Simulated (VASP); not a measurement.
ZnS (wurtzite), at 1.04 of the tabulated volume:

```xyz
4
Lattice="1.9351 -3.3518 0.0000 1.9351 3.3518 0.0000 0.0000 0.0000 6.3424" Properties=species:S:1:pos:R:3 pbc="T T T"
Zn     1.9351    -1.1173     3.1712
Zn     1.9351     1.1173     0.0000
S      1.9351    -1.1173     5.5496
S      1.9351     1.1173     2.3784
```

The lowest empty band near Γ, direction c, from PBE with spin-orbit coupling in VASP (PAW); its two spin partners are averaged. The gap over the points computed is 1.98 eV, and the next band on that side lies 1.01 eV away at the edge.

Settings: 400 eV cut-off, 7×7×4 Γ-centred mesh, Gaussian smearing of 0.050 eV, potentials Zn S.

| distance from the edge in k (1/Å) | distance in energy (meV) |
|---|---|
| 0.012 | 3.5 |
| 0.018 | 8.0 |
| 0.025 | 15.4 |
| 0.035 | 29.9 |
| 0.050 | 60.0 |
| 0.070 | 114.0 |

Question: Fit E(1 + αE) = ħ²k²/2m* (ħ²/2m0 = 3.810 eV Å²) and predict the row at 0.095 1/Å.

Answer: Least squares on the energies gives the electron mass m* = 0.153 m0 and α = 0.60 per eV, and so 200.3 meV. The run gave 200.0 meV, -0.3 meV from the fit.

Left out are points under 3 meV from the edge, since the levels carry 0.1 meV, and points farther than half the way to the next band.

The compound is ZnS in the wurtzite structure, the high-temperature form. The cell was not relaxed at this level.
